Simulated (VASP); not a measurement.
Method: LDA (Ceperley-Alder, Perdew-Zunger), VASP's LDA PAW potentials (set 64) (plane waves; VASP).

VASP input:

### KPOINTS
```
Automatic mesh
0
Gamma
10 10 10
0 0 0
```

**INCAR**
```
ISIF = 2   ! forces and stress, cell fixed
NELM = 100   ! most electronic steps
SYSTEM = PIr2
ENCUT = 300   ! plane-wave cut-off (eV)
SIGMA = 0.05
ISMEAR = 0
LASPH = .TRUE.   ! aspherical one-centre terms
LMAXMIX = 6   ! l cut-off of mixed one-centre charges
EDIFF = 1E-6
PREC = Accurate
LWAVE = .FALSE.
LCHARG = .FALSE.
ALGO = Normal
LREAL = .FALSE.   ! projection in real space or not
```

File POSCAR:
```
PIr2
1
    0.0000000000     2.7787450000     2.7787450000
    2.7787450000     0.0000000000     2.7787450000
    2.7787450000     2.7787450000     0.0000000000
P Ir
1 2
Direct
  0.0000000000   0.0000000000   0.0000000000
  0.2500000000   0.2500000000   0.2500000000
  0.7500000000   0.7500000000   0.7500000000
```

POTCAR, in this order: P Ir (LDA.64 set). Program: vasp_std.

The run wrote:

OUTCAR:
```
 ion  position               nearest neighbor table
   1  0.000  0.000  0.000-   3 2.41   3 2.41   3 2.41   2 2.41   3 2.41   2 2.41   2 2.41   2 2.41
  LATTYP: Found a face centered cubic cell.
 ALAT       =     5.5574900000
 Subroutine PRICEL returns:
 Original cell was already a primitive cell.
 Subroutine GETGRP returns: Found 48 space group operations
The static configuration has the point symmetry O_h .
The dynamic configuration has the point symmetry O_h .
 Subroutine INISYM returns: Found 48 space group operations
 Subroutine IBZKPT returns following result:
 Found     47 irreducible k-points:

 Following reciprocal coordinates:
            Coordinates               Weight
  0.000000  0.000000  0.000000      1.000000
  0.100000  0.000000  0.000000      8.000000
  0.200000  0.000000  0.000000      8.000000
  0.300000  0.000000  0.000000      8.000000
  0.400000  0.000000  0.000000      8.000000
  0.500000  0.000000  0.000000      4.000000
  0.100000  0.100000  0.000000      6.000000
  0.200000  0.100000  0.000000     24.000000
  0.300000  0.100000  0.000000     24.000000
  0.400000  0.100000  0.000000     24.000000
  0.500000  0.100000  0.000000     24.000000
 -0.400000  0.100000  0.000000     24.000000
 -0.300000  0.100000  0.000000     24.000000
 -0.200000  0.100000  0.000000     24.000000
 -0.100000  0.100000  0.000000     12.000000
  0.200000  0.200000  0.000000      6.000000
  0.300000  0.200000  0.000000     24.000000
  0.400000  0.200000  0.000000     24.000000
  0.500000  0.200000  0.000000     24.000000
 -0.400000  0.200000  0.000000     24.000000
 -0.300000  0.200000  0.000000     24.000000
 -0.200000  0.200000  0.000000     12.000000
  0.300000  0.300000  0.000000      6.000000
  0.400000  0.300000  0.000000     24.000000
  0.500000  0.300000  0.000000     24.000000
 -0.400000  0.300000  0.000000     24.000000
 -0.300000  0.300000  0.000000     12.000000
  0.400000  0.400000  0.000000      6.000000
  0.500000  0.400000  0.000000     24.000000
 -0.400000  0.400000  0.000000     12.000000
  0.500000  0.500000  0.000000      3.000000
  0.300000  0.200000  0.100000     24.000000
  0.400000  0.200000  0.100000     48.000000
  0.500000  0.200000  0.100000     48.000000
 -0.400000  0.200000  0.100000     24.000000
  0.400000  0.300000  0.100000     24.000000
  0.500000  0.300000  0.100000     48.000000
 -0.400000  0.300000  0.100000     48.000000
 -0.300000  0.300000  0.100000     48.000000
 -0.200000  0.300000  0.100000     24.000000
   k-points           NKPTS =     47   k-points in BZ     NKDIM =     47   number of bands    NBANDS=     15
   number of dos      NEDOS =    301   number of ions     NIONS =      3
   total plane-waves  NPLWV =  13824
   dimension x,y,z NGX =    24 NGY =   24 NGZ =   24
   dimension x,y,z NGXF=    48 NGYF=   48 NGZF=   48
   ions per type =               1   2
   PREC   = accura    normal or accurate (medium, high low for compatibility)
   ISTART =      0    job   : 0-new  1-cont  2-samecut
   ICHARG =      2    charge: 1-file 2-atom 10-const
   ISPIN  =      1    spin polarized calculation?
   LNONCOLLINEAR =      F non collinear calculations
   LSORBIT =      F    spin-orbit coupling
   INIWAV =      1    electr: 0-lowe 1-rand  2-diag
   ENCUT  =  300.0 eV  22.05 Ry    4.70 a.u.   5.55  5.55  5.55*2*pi/ulx,y,z
   NELM   =    100;   NELMIN=  2; NELMDL= -5     # of ELM steps
   EDIFF  = 0.1E-05   stopping-criterion for ELM
   LREAL  =      F    real-space projection
   NLSPLINE    = F    spline interpolate recip. space projectors
   LMAXMIX     =    6 max onsite mixed and CHGCAR
   VOSKOWN=      0    Vosko Wilk Nusair interpolation
...
```

### OSZICAR
```
       N       E                     dE             d eps       ncg     rms          rms(c)
DAV:   1     0.133698286719E+03    0.13370E+03   -0.74565E+03  1410   0.920E+02
DAV:   2    -0.195901953861E+02   -0.15329E+03   -0.14797E+03  1452   0.338E+02
DAV:   3    -0.289365486216E+02   -0.93464E+01   -0.91227E+01  1935   0.760E+01
DAV:   4    -0.291098018605E+02   -0.17325E+00   -0.17314E+00  1571   0.127E+01
DAV:   5    -0.291149957426E+02   -0.51939E-02   -0.51936E-02  2038   0.174E+00    0.240E+01
DAV:   6    -0.281380422082E+02    0.97695E+00   -0.37790E+00  2150   0.218E+01    0.950E+00
DAV:   7    -0.280287057705E+02    0.10934E+00   -0.90459E-02  1711   0.259E+00    0.473E+00
DAV:   8    -0.279987271670E+02    0.29979E-01   -0.38598E-02  1578   0.130E+00    0.711E-01
DAV:   9    -0.279981921364E+02    0.53503E-03   -0.36918E-03  1749   0.462E-01    0.367E-01
DAV:  10    -0.279980491002E+02    0.14304E-03   -0.47970E-04  1875   0.281E-01    0.382E-02
DAV:  11    -0.279980413966E+02    0.77036E-05   -0.29153E-05  1728   0.559E-02    0.278E-02
DAV:  12    -0.279980413314E+02    0.65194E-07   -0.10041E-06  1182   0.908E-03
   1 F= -.27998041E+02 E0= -.27997941E+02  d E =-.201429E-03
```

File OUTCAR:
```
------------------------ aborting loop because EDIFF is reached ----------------------------------------
  FORCE on cell =-STRESS in cart. coord.  units (eV):
  Direction    XX          YY          ZZ          XY          YZ          ZX
  --------------------------------------------------------------------------------------
  Total       -1.9832443     -1.9832443     -1.9832443      0.0000000      0.0000000      0.0000000
  in kB      -74.0475549    -74.0475549    -74.0475549      0.0000000      0.0000000      0.0000000
  external PRESSURE =     -74.0475549 kB  Pullay stress =       0.0000000 kB
  volume of cell :       42.91
      direct lattice vectors                 reciprocal lattice vectors
     0.000000000  2.778745000  2.778745000    -0.179937346  0.179937346  0.179937346
     2.778745000  0.000000000  2.778745000     0.179937346 -0.179937346  0.179937346
     2.778745000  2.778745000  0.000000000     0.179937346  0.179937346 -0.179937346
 POSITION                                       TOTAL-FORCE (eV/Angst)
 -----------------------------------------------------------------------------------
      0.00000      0.00000      0.00000        -0.000000      0.000000     -0.000000
      1.38937      1.38937      1.38937        -0.000000     -0.000000     -0.000000
      4.16812      4.16812      4.16812         0.000000     -0.000000      0.000000
 -----------------------------------------------------------------------------------
    total drift:                                0.000000      0.000000      0.000000
  FREE ENERGIE OF THE ION-ELECTRON SYSTEM (eV)
  ---------------------------------------------------
  free  energy   TOTEN  =       -27.9980413314 eV

  energy  without entropy=      -27.9978399025  energy(sigma->0) =      -27.99794062
```
(Selected blocks of OUTCAR.)

**OUTCAR**
```
 val. band max:        9.6070872840   @ k =   0.5000   0.5000   0.0000

 cond. band min:       9.7420972446   @ k =   0.2000   0.0000   0.0000


 Fermi energy:         9.6794400177

 k-point     1 :       0.0000    0.0000    0.0000
  band No.  band energies     occupation
      1      -4.6736      2.00000
      2       2.1938      2.00000
      3       2.1938      2.00000
      4       2.1938      2.00000
      5       3.8030      2.00000
      6       3.8030      2.00000
      7       9.1426      2.00000
      8       9.1426      2.00000
      9       9.1426      2.00000
     10      10.0525      0.00000
     11      11.2380      0.00000
     12      11.2380      0.00000
     13      14.0318      0.00000
     14      14.0318      0.00000
     15      14.0318      0.00000

 k-point     2 :       0.1000    0.0000    0.0000
  band No.  band energies     occupation
      1      -4.5491      2.00000
      2       2.1390      2.00000
      3       2.2775      2.00000
      4       2.2775      2.00000
      5       3.9143      2.00000
      6       3.9143      2.00000
      7       8.8732      2.00000
      8       8.9730      2.00000
      9       8.9730      2.00000
     10      10.3716      0.00000
     11      10.7394      0.00000
     12      10.7394      0.00000
     13      13.0805      0.00000
     14      13.9242      0.00000
     15      13.9242      0.00000

 k-point     3 :       0.2000    0.0000    0.0000
  band No.  band energies     occupation
      1      -4.2035      2.00000
      2       2.0281      2.00000
      3       2.5152      2.00000
      4       2.5152      2.00000
      5       4.2447      2.00000
      6       4.2447      2.00000
      7       8.2186      2.00000
      8       8.4878      2.00000
      9       8.4878      2.00000
     10       9.7421      0.07636
     11       9.7421      0.07635
     12      10.9853      0.00000
     13      11.3964      0.00000
     14      13.9035      0.00000
     15      13.9035      0.00000
...
```

At this cut-off the stress carries a Pulay error, which pulls relaxed volumes low. Unless said otherwise, spin-orbit coupling is left out, though it shifts the bands of the heavy elements here.

The structure comes from a computed database's PIr2 entry (Fm-3m); how it stands against other phases isn't given here. The cell was not relaxed at this level. The electron count is odd and the run is not spin-polarised, which forces a metal.
